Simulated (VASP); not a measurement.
VASP input:

INCAR:
```
ENCUT=400
PREC=Accurate
NSW=30   ! most ionic steps
ALGO=Normal
SIGMA=0.1   ! width (eV)
LASPH=.TRUE.
EDIFF=1E-8
ISMEAR=1
LREAL=.FALSE.
SYSTEM=MgSn
LWAVE=.FALSE.
NELM=100   ! most electronic steps
ISIF=2   ! forces and stress, cell fixed
LMAXMIX=4
EDIFFG=-0.001   ! ionic stop
LCHARG=.FALSE.
IBRION=1   ! quasi-Newton
```

### KPOINTS
```
Automatic mesh
0
Gamma
11 11 7
0 0 0
```

File POSCAR:
```
MgSn
1
    3.4012338073     0.0000000000    -0.0000000000
   -1.7006169037     2.9455552875    -0.0000000000
   -0.0000000000     0.0000000000     4.5864518106
Mg Sn
1 1
Direct
  0.0000000000   1.0000000000   0.0000000000
  0.6666670000   0.3333330000   0.5000000000
```

POTCAR, in this order: Mg Sn_d (LDA.64 set). Program: vasp_std.

Q: Translate this LDA calculation to Ansatz.

A: One equivalent input (not run):
Ansatz 0.2 input:
```yaml
crystal:
  lattice:
    - [3.4012338, 0.0000000, 0.0000000]
    - [-1.7006169, 2.9455553, 0.0000000]
    - [0.0000000, 0.0000000, 4.5864518]
  atoms:
    - { symbol: Mg, position: [0.0000000, 1.0000000, 0.0000000] }
    - { symbol: Sn, position: [0.6666670, 0.3333330, 0.5000000] }
kpoints:
  mp_grid: { grid: [11, 11, 7] }
hamiltonian:
  xc: lda
  pseudopotentials: { kind: paw }
scf:
  occupations: { method: methfessel_paxton, width: 0.1 }
  max_iter: 100
relax:
  max_steps: 30
  f_tol: 0.001
output: { forces: true, stress: true, eigenvalues: true }
```
What does not carry over: each code has its own PAW files, so the cut-off isn't converted (ENCUT is set for VASP's; basis.ecutwfc is left out, and Ansatz then takes the one that its files recommend); Ansatz stops its SCF on the density residual and VASP on the energy change (EDIFF); Ansatz's lda is the Perdew-Wang form, while the LDA potentials of VASP carry Perdew-Zunger's.

The structure comes from a computed database's MgSn entry (P-6m2); how it stands against other phases isn't given here. It was relaxed first. The start is the result of an earlier pass.
